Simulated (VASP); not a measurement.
Sc3ZrN4 (ordered alloy cell): computed properties

These are PBEsol GGA, VASP's PBE PAW potentials (set 64) (plane waves; VASP 6.6.1) values and carry that method's errors.

| Property | Result |
|---|---|
| space group | Cmmm (65) |
| cell | a = 6.3511 Å, b = 8.9865 Å, c = 3.1770 Å, α = 90.00°, β = 90.00°, γ = 90.00° |
| volume per atom | 11.33 Å³/atom |
| band gap (over mesh and band path) | none (metal, semimetal or under 0.01 eV) |
| density | 5.17 g/cm³ |

```cif
data_N4Sc3Zr
_chemical_formula_sum 'Zr1 N4 Sc3'
_space_group_name_H-M_alt 'P 1'
_space_group_IT_number 1
_cell_length_a 6.35350
_cell_length_b 6.35350
_cell_length_c 3.17702
_cell_angle_alpha 59.997
_cell_angle_beta 59.997
_cell_angle_gamma 59.975
loop_
_space_group_symop_operation_xyz
  'x, y, z'
loop_
_atom_site_label
_atom_site_type_symbol
_atom_site_fract_x
_atom_site_fract_y
_atom_site_fract_z
_atom_site_occupancy
Zr1 Zr 0.00000 0.00000 0.00000 1
N1 N 0.24903 0.24903 0.50193 1
N2 N 0.24899 0.75101 0.50000 1
N3 N 0.75101 0.24899 0.50000 1
N4 N 0.75097 0.75097 0.49807 1
Sc1 Sc 0.00000 0.50000 0.00000 1
Sc2 Sc 0.50000 0.00000 0.00000 1
Sc3 Sc 0.50000 0.50000 0.00000 1
```

The structure was generated: Sc3ZrN4 was put into an ordered model structure (Cmmm), which need not be its known phase. It was relaxed first. Symmetry was kept, so distortions that lower it aren't found. The electron count is odd and the run is not spin-polarised, which forces a metal.
